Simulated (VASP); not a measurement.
Calculation: r2SCAN meta-GGA, VASP's PBE PAW potentials (set 64) (plane waves; VASP).

Input for VASP

INCAR:
```
SYSTEM = PdIn
PREC = Accurate
ENCUT = 520
EDIFF = 1E-7
NELM = 100
ALGO = Normal
LREAL = .FALSE.
LASPH = .TRUE.
ISMEAR = -5
METAGGA = R2SCAN
LMIXTAU = .TRUE.
LMAXMIX = 4
LWAVE = .FALSE.
LCHARG = .FALSE.
LORBIT = 11
NEDOS = 601
ISIF = 2
```

KPOINTS:
```
Automatic mesh
0
Gamma
12 12 12
0 0 0
```

### POSCAR
```
PdIn
3.2733740
  0.9999999188   0.0000000000   0.0000000000
  0.0000000000   0.9999999188   0.0000000000
  0.0000000000   0.0000000000   0.9999999188
In Pd
1 1
Cart
  0.4999999594   0.4999999594   0.4999999594
  0.0000000000   0.0000000000   0.0000000000
```

KPOINTS_OPT:
```
k-points along high-symmetry lines
10
Line-mode
Reciprocal
  0.000000   0.000000   0.000000 ! GAMMA
  0.000000   0.500000   0.000000 ! X

  0.000000   0.500000   0.000000 ! X
  0.500000   0.500000   0.000000 ! M

  0.500000   0.500000   0.000000 ! M
  0.000000   0.000000   0.000000 ! GAMMA

  0.000000   0.000000   0.000000 ! GAMMA
  0.500000   0.500000   0.500000 ! R

  0.500000   0.500000   0.500000 ! R
  0.000000   0.500000   0.000000 ! X

  0.500000   0.500000   0.500000 ! R
  0.500000   0.500000   0.000000 ! M
```

POTCAR, in this order: In_d Pd (PBE.64 set). Program: vasp_std.

Output of the run:

### OSZICAR
```
       N       E                     dE             d eps       ncg     rms          rms(c)
DAV:   1     0.125321228703E+03    0.12532E+03   -0.11884E+04  2549   0.205E+03
DAV:   2    -0.436289939720E+02   -0.16895E+03   -0.16507E+03  2646   0.424E+02
DAV:   3    -0.519396962281E+02   -0.83107E+01   -0.82780E+01  3178   0.100E+02
DAV:   4    -0.520953469993E+02   -0.15565E+00   -0.15553E+00  3035   0.129E+01
DAV:   5    -0.521036368994E+02   -0.82899E-02   -0.82888E-02  3760   0.265E+00    0.875E+00
DAV:   6    -0.467352369688E+02    0.53684E+01   -0.48868E+00  2723   0.363E+01    0.393E+00
DAV:   7    -0.466046492125E+02    0.13059E+00   -0.52116E-01  2716   0.933E+00    0.249E+00
DAV:   8    -0.466289701065E+02   -0.24321E-01   -0.15553E-01  2849   0.346E+00    0.137E+00
DAV:   9    -0.466336846131E+02   -0.47145E-02   -0.62197E-02  2646   0.298E+00    0.459E-01
DAV:  10    -0.466411095619E+02   -0.74249E-02   -0.22575E-02  2751   0.187E+00    0.234E-01
DAV:  11    -0.466411074465E+02    0.21154E-05   -0.73172E-03  2681   0.943E-01    0.177E-01
DAV:  12    -0.466425805607E+02   -0.14731E-02   -0.86590E-04  2954   0.282E-01    0.900E-02
DAV:  13    -0.466426818048E+02   -0.10124E-03   -0.96562E-05  3080   0.926E-02    0.808E-02
DAV:  14    -0.466422550088E+02    0.42680E-03   -0.13338E-04  2695   0.127E-01    0.145E-01
DAV:  15    -0.466429895484E+02   -0.73454E-03   -0.84898E-04  2618   0.341E-01    0.250E-02
DAV:  16    -0.466429886567E+02    0.89169E-06   -0.16571E-05  2919   0.384E-02    0.148E-02
DAV:  17    -0.466429887188E+02   -0.62095E-07   -0.10010E-06  3548   0.108E-02    0.246E-02
DAV:  18    -0.466429889641E+02   -0.24534E-06   -0.11436E-07  1957   0.500E-03    0.222E-02
DAV:  19    -0.466429949818E+02   -0.60176E-05   -0.16564E-06  3195   0.175E-02    0.660E-03
DAV:  20    -0.466429955702E+02   -0.58849E-06   -0.27041E-07  2570   0.531E-03    0.113E-02
DAV:  21    -0.466429945129E+02    0.10573E-05   -0.25026E-07  2184   0.101E-02    0.277E-03
DAV:  22    -0.466429939328E+02    0.58010E-06   -0.50699E-08  1771   0.303E-03    0.316E-04
DAV:  23    -0.466429938247E+02    0.10815E-06   -0.88487E-09  1330   0.147E-03    0.238E-04
DAV:  24    -0.466429937991E+02    0.25607E-07   -0.16192E-09  1344   0.505E-04
   1 F= -.46642994E+02 E0= -.46642994E+02  d E =0.000000E+00
       N       E                     dE             ncg
```

File OUTCAR:
```
------------------------ aborting loop because EDIFF is reached ----------------------------------------
  FORCE on cell =-STRESS in cart. coord.  units (eV):
  Direction    XX          YY          ZZ          XY          YZ          ZX
  --------------------------------------------------------------------------------------
  Total       -0.0375683     -0.0375683     -0.0375683     -0.0000000     -0.0000000      0.0000000
  in kB       -1.7161102     -1.7161102     -1.7161102     -0.0000000     -0.0000000      0.0000000
  external PRESSURE =      -1.7161102 kB  Pullay stress =       0.0000000 kB
  volume of cell :       35.07
      direct lattice vectors                 reciprocal lattice vectors
     3.273373734  0.000000000  0.000000000     0.305495211  0.000000000  0.000000000
     0.000000000  3.273373734  0.000000000     0.000000000  0.305495211  0.000000000
     0.000000000  0.000000000  3.273373734     0.000000000  0.000000000  0.305495211
 POSITION                                       TOTAL-FORCE (eV/Angst)
 -----------------------------------------------------------------------------------
      1.63669      1.63669      1.63669         0.000000      0.000000      0.000000
      0.00000      0.00000      0.00000         0.000000      0.000000      0.000000
 -----------------------------------------------------------------------------------
    total drift:                                0.000000      0.000000     -0.000000
  FREE ENERGIE OF THE ION-ELECTRON SYSTEM (eV)
  ---------------------------------------------------
  free  energy   TOTEN  =       -46.6429937991 eV

  energy  without entropy=      -46.6429937991  energy(sigma->0) =      -46.64299380

 total charge

# of ion       s       p       d       tot
------------------------------------------
    1        0.802   0.776   9.901  11.478
    2        0.444   0.424   8.656   9.524
--------------------------------------------------
tot          1.245   1.200  18.557  21.002
```
(Selected blocks of OUTCAR.)

### OUTCAR
```
 val. band max:       10.7079255693   @ k =   0.5000   0.5000   0.2500

 cond. band min:      10.3816414071   @ k =   0.5000   0.4167   0.2500


 Fermi energy:        10.4579387661

 k-point     1 :       0.0000    0.0000    0.0000
  band No.  band energies     occupation
      1      -5.1737      2.00000
      2      -5.1737      2.00000
      3      -4.7509      2.00000
      4      -4.7509      2.00000
      5      -4.7509      2.00000
      6      -0.0571      2.00000
      7       6.3830      2.00000
      8       6.3830      2.00000
      9       7.9989      2.00000
     10       7.9989      2.00000
     11       7.9989      2.00000
     12      14.8902      0.00000
     13      14.8902      0.00000
     14      14.8902      0.00000
     15      20.4867      0.00000

 k-point     2 :       0.0833    0.0000    0.0000
  band No.  band energies     occupation
      1      -5.1697      2.00000
      2      -5.1492      2.00000
      3      -4.7584      2.00000
      4      -4.7584      2.00000
      5      -4.7487      2.00000
      6       0.0582      2.00000
      7       6.3849      2.00000
      8       6.4027      2.00000
      9       7.9136      2.00000
     10       7.9136      2.00000
     11       7.9940      2.00000
     12      14.0770      0.00000
     13      15.1191      0.00000
     14      15.1191      0.00000
     15      20.7446      0.00000

 k-point     3 :       0.1667    0.0000    0.0000
  band No.  band energies     occupation
      1      -5.1586      2.00000
      2      -5.0822      2.00000
      3      -4.7788      2.00000
      4      -4.7788      2.00000
      5      -4.7427      2.00000
      6       0.4034      2.00000
      7       6.3902      2.00000
      8       6.4286      2.00000
      9       7.6974      2.00000
     10       7.6974      2.00000
     11       7.9807      2.00000
     12      12.4854      0.00000
     13      15.7655      0.00000
     14      15.7655      0.00000
     15      20.8408      0.00000
...
```

For a metal the tetrahedron method with Blöchl corrections gives inexact stress and forces. Unless said otherwise, spin-orbit coupling is left out, though it shifts the bands of the heavy elements here.

The compound is PdIn in the CsCl type structure. It was relaxed first. The electron count is odd and the run is not spin-polarised, which forces a metal.
